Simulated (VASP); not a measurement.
OSZICAR of a VASP run on InAs (zinc blende):

**OSZICAR**
```
       N       E                     dE             d eps       ncg     rms          rms(c)
DAV:   1     0.117821633009E+03    0.11782E+03   -0.84391E+03   915   0.146E+03
DAV:   2     0.521136295129E+01   -0.11261E+03   -0.10929E+03   930   0.324E+02
DAV:   3    -0.356174495172E+01   -0.87731E+01   -0.87162E+01  1200   0.934E+01
DAV:   4    -0.380075794897E+01   -0.23901E+00   -0.23885E+00  1061   0.174E+01
DAV:   5    -0.381077552334E+01   -0.10018E-01   -0.10017E-01  1272   0.311E+00    0.383E+00
DAV:   6    -0.355658414367E+01    0.25419E+00   -0.47193E-01  1343   0.123E+01    0.212E+00
DAV:   7    -0.353397076405E+01    0.22613E-01   -0.12976E-01  1250   0.330E+00    0.654E-01
DAV:   8    -0.353320411250E+01    0.76665E-03   -0.11017E-02  1101   0.153E+00    0.183E-01
DAV:   9    -0.353341011847E+01   -0.20601E-03   -0.10473E-03  1045   0.463E-01    0.111E-01
DAV:  10    -0.353344562148E+01   -0.35503E-04   -0.12005E-04  1382   0.135E-01    0.748E-02
DAV:  11    -0.353345559867E+01   -0.99772E-05   -0.52244E-05   940   0.105E-01    0.596E-02
DAV:  12    -0.353345585696E+01   -0.25829E-06   -0.92619E-06   975   0.249E-02
   1 F= -.35334559E+01 E0= -.35335559E+01  d E =-.353346E+01
```

Q: Which electronic solver shows in the log?

A: It is blocked Davidson (ALGO = Normal, or the opening steps of other solvers). The INCAR had ALGO = Normal.

Q: Can the final energy be trusted as converged?

A: The calculation finished and met its thresholds. It stopped with EDIFF = 1E-6, NELM = 100, NSW = 60 and EDIFFG = -0.01 after 1 ionic step (rev-vdW-DF2, plane waves, VASP's PBE PAW potentials (set 64)).

The compound is InAs in the zinc blende structure. It was relaxed first. The start is the result of an earlier pass.
